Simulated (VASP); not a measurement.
```xyz
3
Lattice="1.9009 -3.2925 0.0000 1.9009 3.2925 0.0000 0.0000 0.0000 6.5782" Properties=species:S:1:pos:R:3 pbc="T T T"
Sn     1.9009    -3.2925     6.5782
Se     1.9009     1.0975     1.5613
Se     1.9009    -1.0975     5.0169
```

The numbers are results of PW91 GGA, VASP's PBE PAW potentials (set 64) (plane waves; VASP), not measurements. Settings: 520 eV cut-off, 7×7×4 Γ-centred mesh, Gaussian smearing of 0.050 eV, potentials Sn_d Se.

Without a dispersion term in the relaxation, distances and binding between the weakly bound layers, chains or molecules are unreliable, and so is what depends on them.

**Question.** The ions and cell shape at fixed volume are relaxed. Give the cell that the relaxation ends in.

**Answer.** 
```xyz
3
Lattice="1.9346 -3.3508 0.0000 1.9346 3.3508 0.0000 0.0000 0.0000 6.3516" Properties=species:S:1:pos:R:3 pbc="T T T"
Sn     0.0000     0.0000     6.3516
Se     1.9346     1.1169     1.5950
Se     1.9346    -1.1169     4.7566
```
Space group P-3m1 (164), at a tolerance of 0.03 Å.

**Question.** How much energy does the relaxation gain?

**Answer.** The energy (σ→0) changes by -16.7 meV/atom, in 8 ionic steps.

The compound is SnSe2 in the 1T layered structure. This cell is one point of a volume scan, at 0.94 of the reference volume. Symmetry was kept, so distortions that lower it aren't found.
